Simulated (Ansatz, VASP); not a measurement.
**WS2 in two plane-wave programs**

Aim: how closely do two programs agree when they are given the same cell, functional and k mesh? The structure shown is the start of the Ansatz relaxation below; VASP solves that cell, so the two are compared at the walk's first step.

Calculated with Ansatz 0.2.0; plane waves, with VASP 6.6.1 beside it; single point at PBEsol.

### Step 1. The structure

The cell holds 3 atoms: 1 W and 2 S. Its edges and angles: a = 3.170 Å, b = 3.170 Å, c = 29.504 Å, α = 90.0°, β = 90.0°, γ = 120.0°. It derives from WS2. Vacuum lies along c. The height across the vacuum is the one that the program set for its solve, not the one typed.

### Step 2. Ansatz: relaxation, PBEsol

Ansatz runs on its PAW soft_1 files.

The two programs are compared at the cell with which this relaxation starts, whose forces are those of its first step.

File input.yaml:

```yaml
crystal:
  lattice:
    - [3.17, 0.0, 0.0]
    - [-1.585, 2.7453, 0.0]
    - [0.0, 0.0, 20.0]
  atoms:
    - { symbol: W, position: [0.0, 0.0, 0.5] }
    - { symbol: S, position: [0.333333, 0.666667, 0.5713] }
    - { symbol: S, position: [0.666667, 0.333333, 0.4287] }
  periodic: [true, true, false]
kpoints:
  mp_grid: { grid: [9, 9, 1] }
hamiltonian:
  xc: pbesol
  pseudopotentials: { kind: paw, azcp: { folder: soft_1 }, xc_functional: pbe }
scf:
  occupations: { method: gaussian, width: 0.1 }
output:
  forces: true
  stress: true
  eigenvalues: true
relax:
  adjacent_minimum: "off"
  f_tol: 0.05
  max_steps: 80
  cell: { stress_2d_tol: 0.02 }
```

Launch:

```sh
ansatz run input.yaml --threads 4 --pin off --max-ram 16384MiB --backend cpu --events-out ev --progress --plain --runs-dir out
```

Numbers of over 12 decimals in the logs are rounded to 6 here.

Output:

```text
Warning: crystal.periodic: the lattice vector that does not repeat stood 0.000° off the slab's normal, 20.000 Å along it as the deck builds it. The run solves the slab on a vector along the normal, 29.504 Å long, with every atom where it was (on the deck's vector they left 17.15 Å outside them, and the widest stretch free of ions among them is 1.43 Å). A fractional position that the run reports is one of the run's ce [...]
Warning: the atoms were moved onto the symmetric positions of the space group found under crystal.symmetry.tolerance 1.0e-5 (fractional; no operation is sought that the atoms, as they stand in a round, miss by more than twice it, and no atom is moved by as much as it), and the run uses the moved positions. Before a round's move an operation carried an atom to 3.17e-6 Å from where it should land, the largest such dist [...]
[...]
SCF iter   7: F=-12029.150335 eV  HF=-12029.150335 eV  |F-HF|=7.09e-9  |Δ(HF+E_count)|=   7.59e-8  Δρ=1.13e-6  dr2=3.78e-9  ethr=9.15e-11  ⟨swp⟩=3.9  Hψ=977  notcnv=0
SCF 2 converged in 7 iterations: F = -12029.150335 eV  dr2 = 3.78e-9
relax step   2: F+E_penalty+E_count = -12029.15033461 eV  Δ(F+E_penalty+E_count) = -4.032e-1 eV  max|allowed force component| = 4.223e-1 eV/Å  Δτ_max = 0.1845 Å  P = -1.557 N/m  Ω = 254.179 Å³  energy of the carried Pulay correction = +2.060e-4 eV  fix = [c, alpha, beta]  reactions: c -0.000 N/m  (7 SCF iters, dr2 threshold 3.00e-7 eV, accepted)
[...]
relax step   3: F+E_penalty+E_count = -12029.16142591 eV  Δ(F+E_penalty+E_count) = -1.109e-2 eV  max|allowed force component| = 5.693e-2 eV/Å  Δτ_max = 0.0207 Å  P = -0.333 N/m  Ω = 253.657 Å³  energy of the carried Pulay correction = +2.479e-4 eV  fix = [c, alpha, beta]  reactions: c -0.000 N/m  (6 SCF iters, dr2 threshold 3.00e-7 eV, accepted)
[...]
relax step   4: F+E_penalty+E_count = -12029.16178874 eV  Δ(F+E_penalty+E_count) = -3.628e-4 eV  max|allowed force component| = 2.117e-3 eV/Å  Δτ_max = 0.0013 Å  P = +0.008 N/m  Ω = 252.972 Å³  energy of the carried Pulay correction = +3.030e-4 eV  fix = [c, alpha, beta]  reactions: c +0.000 N/m  (5 SCF iters, dr2 threshold 2.03e-7 eV, accepted)
[...]
relax step   5: F+E_penalty+E_count = -12029.16153148 eV  Δ(F+E_penalty+E_count) = +2.573e-4 eV  max|allowed force component| = 2.243e-3 eV/Å  Δτ_max = 0.0000 Å  P = +0.001 N/m  Ω = 252.972 Å³  fix = [c, alpha, beta]  reactions: c +0.000 N/m  stress off target by 1.31e-3 N/m on what of the cell is left free  SCF on the basis re-selected at this cell (its energy is not comparable with the rows above)  (6 SCF iters)
basis re-selected at this cell: Δ(F+E_penalty+E_count) = +2.573e-4 eV, ΔP = -0.007 N/m vs the last step (what re-selecting the basis moved, of the pressure what is left beyond the Pulay correction that the steps carried, after the strain that the cell walked since its last selection, with what the two solves' SCF thresholds leave and, on support functions, any second-order correction that the steps lacked; it is no m [...]
SCF converged after 6 iterations
Free energy (F): -12029.161531 eV
Harris-Foulkes:  -12029.161531 eV  (|F-HF|=5.46e-11)
Internal energy: -12029.158689 eV  (E = F + TS)
E sigma→0 (E₀):  -12029.160110 eV
Entropy (-TS):   -0.002842 eV (-0.947 meV/atom)
Fermi energy:    -4.985531 eV
--- Per-component energies (eV) ---
  E_band       = -623.617473
  E_kinetic    = 634.446330
  E_local      = -43831.509337  (includes V_loc(G=0)·N_el)
  E_nonlocal   = 46.947153
  E_hartree    = 21553.348034
  E_xc         = -442.170946
  E_vxc        = -396.609149  (∫ρ·V_xc dr)
  E_paw        = -9635.729499  (= ΣΔE_a)
  E_vpaw       = -183.588728  (= ΣTr[D̂ρ^β])
  E_aug_tail   = 0.000156  (compensation charges beyond the density's cutoff)
  E_ewald      = 19645.163664
  E_core_change = 0.345757  (= ΣΔE_core)
  E_smearing   = -0.002842  (= −TS)
  E_closure    = 0.000000  (closes the sum)
  Σ components = -12029.161531   (vs F -12029.161531, Δ=0.00e0)
--- Forces (eV/Å), atoms counted from 1 ---
  atom   1  W      0.00000000     0.00000000     0.00000000
  atom   2  S      0.00000000     0.00000000     0.00224273
  atom   3  S      0.00000000    -0.00000000    -0.00224273
  max |Σ_I F_I| component: 1.05e-30 eV/Å
--- 2D stress c σ (N/m, compression-positive) ---
        0.001311       0.000000       0.000000
        0.000000       0.001311      -0.000000
        0.000000      -0.000000       0.000000
  P = ½ c Tr σ = 0.0013 N/m
--- Band table (eV; the first three rows and the last of 12) ---
  k-point 0: bands = ["-79.7176", "-43.8991", "-43.8502", "-43.8502", "-20.5585", "-19.0179", "-12.2324", "-9.0116", "-9.0116", "-8.2787", "-5.9735", "-5.6710", "-5.6710", "-5.2499", "-5.2499", "-1.3747", "-1.3747"]
  k-point 1: bands = ["-79.7152", "-43.8956", "-43.8907", "-43.8607", "-20.3349", "-18.9539", "-11.9563", "-9.7600", "-8.8910", "-7.7771", "-7.0428", "-6.4471", "-5.9639", "-4.7652", "-4.4970", "-1.9460", "-1.4408"]
  k-point 2: bands = ["-79.7093", "-44.0086", "-43.8872", "-43.8699", "-19.7234", "-18.7770", "-11.2812", "-10.4902", "-9.1710", "-8.7580", "-7.4749", "-6.9860", "-6.3842", "-4.3751", "-3.9258", "-2.1272", "-1.3721"]
  k-point 11: bands = ["-79.6951", "-44.1133", "-44.1133", "-43.8194", "-17.9855", "-17.9855", "-11.1837", "-11.0438", "-11.0438", "-9.1244", "-9.1244", "-9.0763", "-4.2725", "-4.2725", "-3.8288", "-1.1316", "-1.1316"]
--- Relaxed structure (4 steps of the walk, 4 accepted, 1 SCFs on fresh bases) ---
  F+E_penalty+E_count = -12029.16153148 eV   max|allowed force component| = 2.243e-3 eV/Å   (the final SCF, on the basis selected at the relaxed cell)
  cell:  # Å, volume = 252.9721 Å³
    - [3.146520, 0.0, 0]
    - [-1.573260, 2.724967, 0]
    - [0, 0, 29.504]
  atoms:
    - { symbol: W, position: [0, 0, 0.338937] }
    - { symbol: S, position: [0.333333, 0.666667, 0.392775] }
    - { symbol: S, position: [0.666667, 0.333333, 0.285099] }
```

### Step 3. VASP: single point, PBEsol, start cell, pair 1

The same cell, functional, mesh and smearing now go to VASP, with its own data sets.

Lines of VASP's logs that name or quote its potential files are left out, and so is its time.

File INCAR:

```
SYSTEM = WS2
PREC = Accurate
ENCUT = 520
EDIFF = 1E-06
NELM = 120
ISMEAR = 0
SIGMA = 0.1
LREAL = .FALSE.
ALGO = Normal
GGA = PS
NBANDS = 15
LASPH = .TRUE.
LORBIT = 11
LWAVE = .FALSE.
LCHARG = .FALSE.
ISIF = 2
LDIPOL = .TRUE.
IDIPOL = 3
DIPOL = 0.5 0.5 0.339
LVHAR = .TRUE.
GGA_COMPAT = .FALSE.
NELMDL = -8
KPAR = 2
```

File POSCAR:

```
WS2
1.0
    3.1700000000      0.0000000000      0.0000000000
   -1.5850000000      2.7453000000      0.0000000000
    0.0000000000      0.0000000000     29.5040000000
W S
1 2
Direct
    0.0000000000      0.0000000000      0.3389370933
    0.3333333333      0.6666666667      0.3872695228
    0.6666666667      0.3333333333      0.2906046638
```

File KPOINTS:

```
Automatic mesh
0
Gamma
9 9 1
0 0 0
```

The projector-augmented-wave data sets are W and S (PBE family, release 64).

Launch:

```sh
mpirun -np 2 vasp_std
```

Output:

```text
[banner, memory and clock lines left out]
running    2 mpi-ranks, on    1 nodes
 distrk:  each k-point on    1 cores,    2 groups
 distr:  one band on    1 cores,    1 groups

 POSCAR found type information on POSCAR W S
 POSCAR found :  2 types and       3 ions
|                                                                             |
|               ----> ADVICE to this user running VASP <----                  |
|                                                                             |
|     You enforced a specific xc type in the INCAR file but a different       |
|     [... a line on the potential file left out ...]
|     I HOPE YOU KNOW WHAT YOU ARE DOING!                                     |
|                                                                             |

 LDA part: xc-table for (Slater+PW92), standard interpolation
 POSCAR, INCAR and KPOINTS ok, starting setup
 FFT: planning ... GRIDC
 FFT: planning ... GRID_SOFT
 FFT: planning ... GRID
 WAVECAR not read
 entering main loop
       N       E                     dE             d eps       ncg     rms          rms(c)
DAV:   1     0.146558816732E+03    0.14656E+03   -0.56781E+03   360   0.841E+02
DAV:   2    -0.705634780515E+01   -0.15362E+03   -0.14463E+03   651   0.164E+02
DAV:   3    -0.249320355013E+02   -0.17876E+02   -0.17717E+02   479   0.726E+01
DAV:   4    -0.252761278787E+02   -0.34409E+00   -0.34128E+00   515   0.127E+01
DAV:   5    -0.252848875740E+02   -0.87597E-02   -0.87584E-02   481   0.192E+00
DAV:   6    -0.252852102580E+02   -0.32268E-03   -0.32267E-03   524   0.348E-01
DAV:   7    -0.252852199370E+02   -0.96790E-05   -0.96793E-05   495   0.614E-02
DAV:   8    -0.252852204397E+02   -0.50270E-06   -0.50255E-06   476   0.133E-02    0.331E+01
DAV:   9    -0.241824252383E+02    0.11028E+01   -0.28842E+00   547   0.117E+01    0.153E+01
DAV:  10    -0.240272314034E+02    0.15519E+00   -0.92467E-01   465   0.707E+00    0.626E+00
DAV:  11    -0.239821232994E+02    0.45108E-01   -0.13095E-01   465   0.295E+00    0.103E+00
DAV:  12    -0.239796592833E+02    0.24640E-02   -0.20738E-02   493   0.102E+00    0.456E-01
DAV:  13    -0.239782123390E+02    0.14469E-02   -0.96177E-03   486   0.669E-01    0.197E-01
DAV:  14    -0.239781628808E+02    0.49458E-04   -0.79402E-04   479   0.222E-01    0.799E-02
[...]
DAV:  19    -0.239785302826E+02   -0.10120E-03   -0.49459E-06   415   0.113E-02    0.677E-03
DAV:  20    -0.239785455058E+02   -0.15223E-04   -0.34940E-07   405   0.376E-03    0.537E-03
DAV:  21    -0.239785631031E+02   -0.17597E-04   -0.14189E-06   359   0.321E-03    0.173E-03
DAV:  22    -0.239785722721E+02   -0.91690E-05   -0.23326E-07   369   0.141E-03    0.771E-04
DAV:  23    -0.239785810096E+02   -0.87374E-05   -0.41933E-07   386   0.161E-03    0.470E-04
DAV:  24    -0.239785826986E+02   -0.16891E-05   -0.24571E-08   411   0.704E-04    0.302E-04
DAV:  25    -0.239785849759E+02   -0.22773E-05   -0.61616E-08   362   0.588E-04    0.965E-05
DAV:  26    -0.239785855014E+02   -0.52551E-06   -0.88371E-09   404   0.269E-04
   1 F= -.23978586E+02 E0= -.23978258E+02  d E =-.655072E-03
```

OUTCAR, selected parts (step 3):

```text
ion  position               nearest neighbor table
   1  0.000  0.000  0.339-   3 2.32   2 2.32   3 2.32   2 2.32   3 2.32   2 2.32
   2  0.333  0.667  0.387-   1 2.32   1 2.32   1 2.32
   3  0.667  0.333  0.291-   1 2.32   1 2.32   1 2.32

  LATTYP: Found a hexagonal cell.
 ALAT       =     3.1700000000
 C/A-ratio  =     9.3072555205

 Subroutine GETGRP returns: Found 12 space group operations
 (whereof  6 operations were pure point group operations)

The static configuration has the point symmetry C_3v.
 The point group associated with its full space group is D_3d.

 Found     12 irreducible k-points:

   k-points           NKPTS =     12   k-points in BZ     NKDIM =     12   number of bands    NBANDS=     15

   dimension x,y,z NGX =    24 NGY =   24 NGZ =  224
   dimension x,y,z NGXF=    48 NGYF=   48 NGZF=  448

   ENCUT  =  520.0 eV  38.22 Ry    6.18 a.u.   5.89  5.89 54.86*2*pi/ulx,y,z

   NELECT =      18.0000    total number of electrons

 k-points in reciprocal lattice and weights: Automatic mesh
   0.00000000  0.00000000  0.00000000       0.012
   0.11111111 -0.00000000  0.00000000       0.074
   0.22222222  0.00000000  0.00000000       0.074
   0.33333333 -0.00000000  0.00000000       0.074
   0.44444444  0.00000000  0.00000000       0.074
   0.11111111  0.11111111  0.00000000       0.074
   0.22222222  0.11111111  0.00000000       0.148
   0.33333333  0.11111111  0.00000000       0.148
   0.44444444  0.11111111  0.00000000       0.074
   0.22222222  0.22222222  0.00000000       0.074
   0.33333333  0.22222222  0.00000000       0.148
   0.33333333  0.33333333  0.00000000       0.025

 dipolmoment           0.000000      0.000000      0.000004 electrons x Angstroem

 average (electrostatic) potential at core
       1 -48.5067       2 -94.8668       3 -94.8669

 E-fermi :  -2.4638

 k-point     1 :       0.0000    0.0000    0.0000
  band No.  band energies     occupation
    ...
      7      -3.6750      2.00000
      8      -3.6750      2.00000
      9      -3.2100      2.00000
     10      -3.2100      2.00000
     11      -2.8779      2.00000
     12       1.7151      0.00000
     13       1.7151      0.00000
     14       1.8914      0.00000
     15       1.9615      0.00000

 k-point     2 :       0.1111   -0.0000    0.0000
  band No.  band energies     occupation
    ...
      5      -7.5951      2.00000
      6      -5.2646      2.00000
      7      -4.9862      2.00000
      8      -4.5329      2.00000
      9      -3.3222      2.00000
     10      -2.3025      0.02256
     11      -2.1753      0.00005
     12       0.9746      0.00000
     13       1.5663      0.00000
     14       2.2262      0.00000
    ...

 k-point     3 :       0.2222    0.0000    0.0000
  band No.  band energies     occupation
    ...
      5      -7.3634      2.00000
      6      -7.1332      2.00000
      7      -5.1528      2.00000
      8      -4.8134      2.00000
      9      -3.8357      2.00000
     10      -1.5693      0.00000
     11      -1.5193      0.00000
     12       0.6408      0.00000
     13       1.5483      0.00000
     14       2.9601      0.00000
    ...

  Total        4.8456436      4.8456417      8.3000362     -0.0000000     -0.0000000      0.0000000
  in kB       30.2365391     30.2365274     51.7917513     -0.0000000     -0.0000000      0.0000000
  external PRESSURE =      37.4216059 kB  Pullay stress =       0.0000000 kB

  energy-cutoff  :      520.00
  volume of cell :      256.76
      direct lattice vectors                 reciprocal lattice vectors
     3.170000000  0.000000000  0.000000000     0.315457413  0.182129458  0.000000000
    -1.585000000  2.745300000  0.000000000     0.000000000  0.364258915  0.000000000
     0.000000000  0.000000000 29.504000000     0.000000000  0.000000000  0.033893709

 POSITION                                       TOTAL-FORCE (eV/Angst)
 -----------------------------------------------------------------------------------
      0.00000      0.00000     10.00000        -0.000000      0.000000      0.000000
     -0.00000      1.83020     11.42600        -0.000000     -0.000000      2.918700
      1.58500      0.91510      8.57400         0.000000      0.000000     -2.918700
 -----------------------------------------------------------------------------------
    total drift:                                0.000000     -0.000000      0.000040

  FREE ENERGIE OF THE ION-ELECTRON SYSTEM (eV)
  ---------------------------------------------------
  free  energy   TOTEN  =       -23.9785855014 eV

  energy  without entropy=      -23.9779304293  energy(sigma->0) =      -23.97825797

 vacuum level on the upper side and lower side of the slab         2.363         2.363

 total charge
# of ion       s       p       d       tot
------------------------------------------
    1        0.639   0.830   4.488   5.958
    2        1.353   2.400   0.000   3.753
    3        1.353   2.400   0.000   3.753
--------------------------------------------------
tot          3.346   5.630   4.488  13.464

[... 3 further parts left out ...]
```

This run has no spin polarisation, so a moment on W, if there is one, isn't seen. The data set W keeps the semicore shell frozen, which is cheaper and a little less accurate.

### Step 4. Differences

Known differences besides the potentials themselves: Ansatz cuts the interaction across the vacuum, VASP repeats the sheet with a dipole correction; the data sets hold 26 valence electrons in Ansatz (on its PAW soft_1 files) and 18 in VASP; Ansatz makes its cores anew for this functional, VASP keeps those of its PBE data sets; Ansatz takes its cutoff from its data sets, VASP runs at 520 eV. Total energies have different zeros and are not compared.

Forces (eV/Å; atoms numbered as in POSCAR):

| atom | Ansatz x, y, z | VASP x, y, z |
| --- | --- | --- |
| W1 | 0.000, 0.000, 0.000 | 0.000, 0.000, 0.000 |
| S2 | 0.000, 0.000, 2.851 | 0.000, 0.000, 2.919 |
| S3 | 0.000, 0.000, -2.851 | 0.000, 0.000, -2.919 |

The forces differ by 32 meV/Å r.m.s., which is 2.3 % of the r.m.s. force of 1.376 eV/Å (both taken over all components). With vacuum in the cell, a pressure given here is an average over mostly empty space and none of the material.

### Step 5. Ansatz: relaxation, PBEsol

The two programs are compared at the cell with which this relaxation starts, whose forces are those of its first step.

The structure compared here is the start of the Ansatz relaxation; VASP solves that cell, so the two are compared at the walk's first step.

File input.yaml:

```yaml
crystal:
  lattice:
    - [3.1465204505, 0.0, 0.0]
    - [-1.5732602253, 2.7249666437, 0.0]
    - [0.0, 0.0, 29.504]
  atoms:
    - { symbol: W, position: [0.0, 0.0, 0.3389370933] }
    - { symbol: S, position: [0.3333333333, 0.6666666667, 0.3927749123] }
    - { symbol: S, position: [0.6666666667, 0.3333333333, 0.2850992742] }
  periodic: [true, true, false]
kpoints:
  mp_grid: { grid: [15, 15, 1] }
hamiltonian:
  xc: pbesol
  pseudopotentials: { kind: paw, azcp: { folder: soft_1 }, xc_functional: pbe }
scf:
  occupations: { method: gaussian, width: 0.1 }
output:
  forces: true
  stress: true
  eigenvalues: true
  write_density: true
  write_potential: true
  elf: true
  volumetric_format: npy
relax:
  adjacent_minimum: "off"
  f_tol: 0.005
  max_steps: 80
  cell: { stress_2d_tol: 0.02 }
```

Launch:

```sh
ansatz run input.yaml --threads 4 --pin off --max-ram 16384MiB --backend cpu --events-out ev --progress --plain --runs-dir out
```

Output:

```text
[...]
Crystal: 3 atoms, lattice volume = 252.972 Å³
Basis set: ecut = 420 eV, 4923 PW (Γ), exchange–correlation on 48×48×400 points (8 copies of the dense FFT grid, shifted against one another)
Bands: 17, of which v1, the nominal top of the filled ones, is band 13 counted from 1 (12 counted from 0)
Symmetry: 12 space group operations
[...]
k-points: 27 of 225
[...]
--- Relaxed structure (3 steps of the walk, 3 accepted, 1 SCFs on fresh bases) ---
[...]
cell:  # Å, volume = 252.8709 Å³
    - [3.145891, 2.8861843864563973e-11, 0]
    - [-1.572945, 2.724422, 0]
    - [0, 0, 29.504]
  atoms:
    - { symbol: W, position: [0, 0, 0.338937] }
    - { symbol: S, position: [0.333333, 0.666667, 0.392828] }
    - { symbol: S, position: [0.666667, 0.333333, 0.285046] }
[key lines of the parts left out:]
SCF converged after 9 iterations
Free energy (F): -12029.159897 eV
Fermi energy:    -4.872670 eV
P = ½ c Tr σ = -0.0041 N/m
```

(Continued in part 2 of 2.)

[Lines on the potential files, build, host, timing and source positions are cut from VASP's logs without a mark.]

[Logs are printed without paths, hosts, clocks, repeated set-up lines and the standing remarks that a program may print on its own settings, such as how far it seeks lower states.]

[Hosts, paths, dates, database ids (printed as entryN), source tags and the programs' standing remarks are cut or masked in the printed files.]
